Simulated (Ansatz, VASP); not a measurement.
## Cross-check of HfO2 between VASP and Ansatz

Wanted: the spread between two codes on one cell, functional and k mesh. The cell is taken from a series of runs on this material, whose earlier steps may have relaxed, scaled, displaced or heated it; both programs get it as it stands.

Calculated with Ansatz 0.2.0; plane waves, with VASP 6.6.1 beside it; zone-centre phonons at LDA.

### Step 1. The starting structure

Symmetry: I4/mmm, No. 139, tetragonal system. The conventional cell has a = 3.526 Å, b = 3.526 Å, c = 5.102 Å, α = 90.00°, β = 90.00°, γ = 90.00°. Nearest to O lie 4 Hf at 2.18 Å. Hf has 8 O at 2.18 Å nearest. Farther neighbours and most contacts between anions are not listed.

As a file:

```xyz
3
Lattice="0.0000 2.4930 2.5509 2.4930 0.0000 2.5509 2.4930 2.4930 0.0000" Properties=species:S:1:pos:R:3 pbc="T T T"
O     1.2465    1.2465    1.2754
O     3.7394    3.7394    3.8263
Hf    0.0000    0.0000    0.0000
```

### Step 2. VASP: zone-centre phonons, LDA

Second derivatives magnify differences that forces hide, and they need a tight electronic threshold.

Lines of VASP's logs that name or quote its potential files are left out, and so is its time.

File INCAR:

```
SYSTEM = HfO2
PREC = Accurate
ENCUT = 600
EDIFF = 1E-08
NELM = 120
ISMEAR = 0
SIGMA = 0.01
LREAL = .FALSE.
ALGO = Normal
GGA = PW92
NBANDS = 17
LASPH = .TRUE.
LORBIT = 11
LWAVE = .FALSE.
LCHARG = .FALSE.
ISIF = 2
IBRION = 8
LEPSILON = .TRUE.
GGA_COMPAT = .FALSE.
EFERMI = MIDGAP
KPAR = 2
```

File POSCAR:

```
HfO2
1.0
    0.0000000000      2.4929561375      2.5508835742
    2.4929561375      0.0000000000      2.5508835742
    2.4929561375      2.4929561375      0.0000000000
O Hf
2 1
Direct
    0.2500000000      0.2500000000      0.2500000000
    0.7500000000      0.7500000000      0.7500000000
    0.0000000000      0.0000000000      0.0000000000
```

File KPOINTS:

```
Automatic mesh
0
Gamma
8 8 8
0 0 0
```

The projector-augmented-wave data sets are O and Hf_pv (LDA family, release 64).

Run with:

```sh
> mpirun -np 2 vasp_std
```

Numbers of over 12 decimals in the logs are rounded to 6 here.

What it wrote:

```text
[banner, memory and clock lines left out]
running    2 mpi-ranks, on    1 nodes
 distrk:  each k-point on    1 cores,    2 groups
 distr:  one band on    1 cores,    1 groups

 POSCAR found type information on POSCAR O Hf
 POSCAR found :  2 types and       3 ions
|                                                                             |
|               ----> ADVICE to this user running VASP <----                  |
|                                                                             |
|     You enforced a specific xc type in the INCAR file but a different       |
|     [... a line on the potential file left out ...]
|     I HOPE YOU KNOW WHAT YOU ARE DOING!                                     |
|                                                                             |

 LDA part: xc-table for (Slater(with rela. corr.)+PW92), standard interpolation
 POSCAR, INCAR and KPOINTS ok, starting setup
 FFT: planning ... GRIDC
 FFT: planning ... GRID_SOFT
 FFT: planning ... GRID
 WAVECAR not read
 entering main loop
       N       E                     dE             d eps       ncg     rms          rms(c)
DAV:   1     0.975243548151E+02    0.97524E+02   -0.13819E+04  2006   0.143E+03
DAV:   2    -0.347191547497E+02   -0.13224E+03   -0.12839E+03  2668   0.315E+02
DAV:   3    -0.386711842158E+02   -0.39520E+01   -0.39405E+01  2315   0.489E+01
DAV:   4    -0.386930358279E+02   -0.21852E-01   -0.21847E-01  2589   0.402E+00
DAV:   5    -0.386931777005E+02   -0.14187E-03   -0.14187E-03  2357   0.299E-01    0.524E+01
DAV:   6    -0.332819079594E+02    0.54113E+01   -0.22557E+01  2059   0.339E+01    0.448E+01
DAV:   7    -0.331247003713E+02    0.15721E+00   -0.73640E-01  2284   0.731E+00    0.302E+01
DAV:   8    -0.330742552544E+02    0.50445E-01   -0.24499E-01  2062   0.461E+00    0.837E+00
DAV:   9    -0.330569494512E+02    0.17306E-01   -0.46647E-02  2092   0.190E+00    0.247E+00
DAV:  10    -0.330566324354E+02    0.31702E-03   -0.22982E-03  2491   0.369E-01    0.703E-02
DAV:  11    -0.330566228523E+02    0.95831E-05   -0.12670E-04  2340   0.908E-02    0.634E-02
DAV:  12    -0.330566235802E+02   -0.72786E-06   -0.67154E-06  2549   0.203E-02    0.221E-02
DAV:  13    -0.330566236290E+02   -0.48797E-07   -0.17337E-07  2545   0.379E-03    0.299E-03
DAV:  14    -0.330566236319E+02   -0.29136E-08   -0.37711E-09  1553   0.599E-04
   1 F= -.33056624E+02 E0= -.33056624E+02  d E =0.000000E+00
 Linear response reoptimize wavefunctions to high precision
DAV:   1    -0.330566236323E+02   -0.36925E-09   -0.83126E-10  1650   0.276E-04
DAV:   2    -0.330566236323E+02    0.16371E-10   -0.89680E-11  1136   0.794E-05
 Linear response G [H, r] |phi>, progress :
  Direction:   1
       N       E                     dE             d eps       ncg     rms
RMM:   1    -0.909904061116E+02   -0.90990E+02    0.71597E+02  2942   0.187E+02
RMM:   2    -0.899724524071E+02    0.10180E+01   -0.17951E+01  3223   0.287E+01
RMM:   4    -0.900084077154E+02   -0.77292E-02   -0.61499E-02  4114   0.857E-01
RMM:   5    -0.900091770467E+02   -0.76933E-03   -0.44601E-03  4177   0.193E-01
RMM:   6    -0.900092101658E+02   -0.33119E-04   -0.50161E-04  4169   0.490E-02
RMM:   7    -0.900092130674E+02   -0.29016E-05   -0.11789E-04  4151   0.139E-02
RMM:   8    -0.900092131801E+02   -0.11266E-06    0.14237E-04  3867   0.567E-03
RMM:   9    -0.900092130389E+02    0.14113E-06   -0.14011E-04  3689   0.372E-03
RMM:  10    -0.900092131472E+02   -0.10827E-06   -0.10190E-04  3511   0.314E-03
RMM:  11    -0.900092130611E+02    0.86069E-07   -0.71015E-05  3189   0.300E-03
RMM:  12    -0.900092131093E+02   -0.48193E-07   -0.10700E-04  2922   0.294E-03
RMM:  13    -0.900092132413E+02   -0.13194E-06   -0.95962E-05  2822   0.294E-03
 Linear response G [H, r] |phi>, progress :
  Direction:   2
       N       E                     dE             d eps       ncg     rms
RMM:   1    -0.883602569412E+02   -0.88360E+02    0.69237E+02  2957   0.183E+02
RMM:   2    -0.882935437881E+02    0.66713E-01   -0.16335E+01  3201   0.274E+01
RMM:   3    -0.883126632936E+02   -0.19120E-01   -0.75632E-01  4004   0.377E+00
RMM:   4    -0.883169384630E+02   -0.42752E-02   -0.52028E-02  4061   0.821E-01
RMM:   5    -0.883174366992E+02   -0.49824E-03   -0.44526E-03  4168   0.199E-01
RMM:   6    -0.883174739359E+02   -0.37237E-04   -0.43215E-04  4126   0.489E-02
RMM:   7    -0.883174749999E+02   -0.10640E-05    0.14839E-04  4116   0.136E-02
RMM:   8    -0.883174752609E+02   -0.26106E-06    0.79562E-05  3811   0.521E-03
RMM:   9    -0.883174753349E+02   -0.73973E-07   -0.22137E-05  3591   0.313E-03
RMM:  10    -0.883174752636E+02    0.71329E-07   -0.29094E-05  3422   0.257E-03
RMM:  11    -0.883174746626E+02    0.60094E-06    0.11794E-06  3155   0.241E-03
RMM:  12    -0.883174751230E+02   -0.46035E-06    0.22626E-05  2915   0.238E-03
[...]
change of polarisation eV/A/(eV/A) component  2 :     0.007     0.753     0.004
 dielectric tensor                  component  2 :     0.038     5.297     0.024
 Linear response to external field, progress :
  Direction:   3
       N       E                     dE             d eps       ncg     rms          rms(c)
RMM:   1    -0.402374723307E+00   -0.40237E+00   -0.16934E+00  4060   0.387E+00
RMM:   2    -0.409505864750E+00   -0.71311E-02   -0.12396E-02  3246   0.670E-01    0.161E+00
[...]
Born effective charge ion    1 direction 1 :  -2.747   0.000   0.000
 Linear response progress:
  Degree of freedom:   2/  4
       N       E                     dE             d eps       ncg     rms          rms(c)
RMM:   1    -0.370562209194E+00   -0.37056E+00    0.22065E-01  6900   0.378E+00
RMM:   2    -0.358141976120E+00    0.12420E-01   -0.11506E-02  5024   0.703E-01    0.745E-01
RMM:   3    -0.359379968617E+00   -0.12380E-02   -0.95202E-04  4683   0.192E-01    0.445E-01
RMM:   4    -0.361494888316E+00   -0.21149E-02   -0.80935E-04  4755   0.184E-01    0.487E-02
RMM:   5    -0.361244134776E+00    0.25075E-03   -0.38389E-05  5502   0.367E-02    0.270E-02
RMM:   6    -0.361209799343E+00    0.34335E-04   -0.18148E-06  5810   0.608E-03    0.261E-02
RMM:   7    -0.361206086290E+00    0.37131E-05   -0.26977E-07  5767   0.158E-03    0.165E-02
RMM:   8    -0.361197700589E+00    0.83857E-05   -0.26679E-07  5364   0.230E-03    0.109E-02
RMM:   9    -0.361201014025E+00   -0.33134E-05   -0.19622E-07  5817   0.522E-04    0.382E-03
RMM:  10    -0.361201524359E+00   -0.51033E-06   -0.18964E-07  6230   0.189E-04    0.484E-04
RMM:  11    -0.361201561182E+00   -0.36822E-07   -0.16753E-07  6050   0.142E-04    0.836E-04
RMM:  12    -0.361201499917E+00    0.61264E-07   -0.17010E-07  6379   0.118E-04    0.187E-04
RMM:  13    -0.361201494058E+00    0.58596E-08   -0.18467E-07  6252   0.109E-04    0.324E-06
RMM:  14    -0.361201493734E+00    0.32383E-09   -0.19645E-07  5521   0.107E-04    0.184E-05
RMM:  15    -0.361201493910E+00   -0.17568E-09   -0.20007E-07  4164   0.106E-04    0.151E-06
RMM:  16    -0.361201493577E+00    0.33295E-09   -0.20018E-07  3900   0.106E-04    0.204E-06
RMM:  17    -0.361201493571E+00    0.52940E-11   -0.19552E-07  3861   0.106E-04    0.965E-07
RMM:  18    -0.361201493304E+00    0.26721E-09   -0.19518E-07  3830   0.106E-04    0.446E-07
RMM:  19    -0.361201493327E+00   -0.23245E-10   -0.19434E-07  3819   0.106E-04    0.747E-08
 first order change of Fermi-energy   0.84473E-04
 force on displaced ion       1 direction 3 :   0.000   0.000 -10.314
 Born effective charge ion    1 direction 3 :   0.000   0.000  -2.828
 Linear response progress:
  Degree of freedom:   3/  4
       N       E                     dE             d eps       ncg     rms          rms(c)
RMM:   1    -0.230688400847E+00   -0.23069E+00    0.22008E+00  3942   0.950E+00
RMM:   2    -0.223298917649E+00    0.73895E-02   -0.27988E-02  4868   0.114E+00    0.830E-01
RMM:   3    -0.222518988995E+00    0.77993E-03   -0.10021E-03  5894   0.150E-01    0.429E-01
RMM:   4    -0.221923251519E+00    0.59574E-03   -0.11551E-04  6472   0.588E-02    0.202E-01
RMM:   5    -0.221576048849E+00    0.34720E-03   -0.20116E-05  6598   0.278E-02    0.208E-02
RMM:   6    -0.221591777894E+00   -0.15729E-04   -0.24548E-06  6416   0.885E-03    0.161E-02
RMM:   7    -0.221596594947E+00   -0.48171E-05   -0.46058E-07  7167   0.225E-03    0.121E-02
RMM:   8    -0.221595441806E+00    0.11531E-05   -0.66294E-06  6768   0.881E-04    0.111E-03
RMM:   9    -0.221595078821E+00    0.36298E-06   -0.59387E-06  7364   0.367E-04    0.161E-04
RMM:  10    -0.221595367525E+00   -0.28870E-06   -0.35438E-06  6882   0.201E-04    0.377E-05
RMM:  11    -0.221595426527E+00   -0.59003E-07   -0.19426E-06  7238   0.145E-04    0.875E-05
RMM:  12    -0.221595428003E+00   -0.14750E-08   -0.97066E-07  7349   0.120E-04    0.510E-05
RMM:  13    -0.221595437364E+00   -0.93611E-08   -0.62751E-07  6440   0.110E-04    0.243E-05
RMM:  14    -0.221595442395E+00   -0.50310E-08   -0.30172E-07  5847   0.105E-04    0.682E-06
RMM:  15    -0.221595443950E+00   -0.15552E-08   -0.24084E-07  5452   0.102E-04    0.645E-06
RMM:  16    -0.221595446088E+00   -0.21383E-08   -0.12750E-07  5321   0.101E-04    0.400E-07
RMM:  17    -0.221595446823E+00   -0.73514E-09   -0.11873E-07  5100   0.100E-04    0.674E-07
RMM:  18    -0.221595446191E+00    0.63237E-09   -0.83089E-08  4967   0.996E-05    0.145E-06
 first order change of Fermi-energy   0.77037E-04
 force on displaced ion       3 direction 1 :  -5.350   0.000   0.000
 Born effective charge ion    3 direction 1 :   5.494   0.000   0.000
 Linear response progress:
  Degree of freedom:   4/  4
       N       E                     dE             d eps       ncg     rms          rms(c)
RMM:   1    -0.230270385196E+00   -0.23027E+00    0.22292E+00  2507   0.949E+00
RMM:   2    -0.223033976725E+00    0.72364E-02   -0.27913E-02  3021   0.113E+00    0.864E-01
RMM:   3    -0.222230074618E+00    0.80390E-03   -0.10034E-03  3602   0.152E-01    0.455E-01
RMM:   4    -0.221610393599E+00    0.61968E-03   -0.11958E-04  3897   0.613E-02    0.207E-01
RMM:   5    -0.221273900937E+00    0.33649E-03   -0.20106E-05  4040   0.273E-02    0.217E-02
RMM:   6    -0.221292120132E+00   -0.18219E-04   -0.26489E-06  3913   0.920E-03    0.171E-02
RMM:   7    -0.221296766115E+00   -0.46460E-05   -0.75180E-07  4333   0.230E-03    0.126E-02
RMM:   8    -0.221295629741E+00    0.11364E-05   -0.26835E-06  4104   0.910E-04    0.988E-04
RMM:   9    -0.221295244582E+00    0.38516E-06   -0.31526E-06  4480   0.401E-04    0.322E-05
RMM:  10    -0.221295543133E+00   -0.29855E-06   -0.17480E-06  4179   0.231E-04    0.314E-05
RMM:  11    -0.221295602291E+00   -0.59158E-07   -0.85369E-07  4356   0.175E-04    0.857E-05
RMM:  12    -0.221295604609E+00   -0.23180E-08   -0.49425E-07  4393   0.150E-04    0.410E-05
RMM:  13    -0.221295616788E+00   -0.12179E-07   -0.37433E-07  3804   0.141E-04    0.261E-05
RMM:  14    -0.221295619931E+00   -0.31427E-08   -0.28994E-07  3412   0.135E-04    0.104E-05
RMM:  15    -0.221295624557E+00   -0.46262E-08   -0.26515E-07  3332   0.133E-04    0.244E-06
RMM:  16    -0.221295625027E+00   -0.47022E-09   -0.26142E-07  3077   0.131E-04    0.173E-06
RMM:  17    -0.221295625277E+00   -0.24947E-09   -0.23804E-07  2963   0.130E-04    0.266E-06
RMM:  18    -0.221295625326E+00   -0.49513E-10   -0.24656E-07  2873   0.130E-04    0.301E-06
RMM:  19    -0.221295625352E+00   -0.25791E-10   -0.26289E-07  2826   0.130E-04    0.348E-06
RMM:  20    -0.221295625392E+00   -0.40297E-10   -0.26687E-07  2779   0.130E-04    0.341E-06
RMM:  21    -0.221295625397E+00   -0.47781E-11   -0.25911E-07  2767   0.130E-04    0.369E-06
RMM:  22    -0.221295625438E+00   -0.40919E-10   -0.26101E-07  2772   0.130E-04    0.343E-06
 first order change of Fermi-energy  -0.76467E-04
 force on displaced ion       3 direction 3 :   0.000   0.000  -5.091
 Born effective charge ion    3 direction 3 :   0.000   0.000   5.655
 Born effective charges drift removed
 Linear response finished
```

[end of part 1 of 2]

[Lines on the potential files, build, host, timing and source positions are cut from VASP's logs without a mark.]

[Logs are printed without paths, hosts, clocks, repeated set-up lines and the standing remarks that a program may print on its own settings, such as how far it seeks lower states.]

[Hosts, paths, dates, database ids (printed as entryN), source tags and the programs' standing remarks are cut or masked in the printed files.]
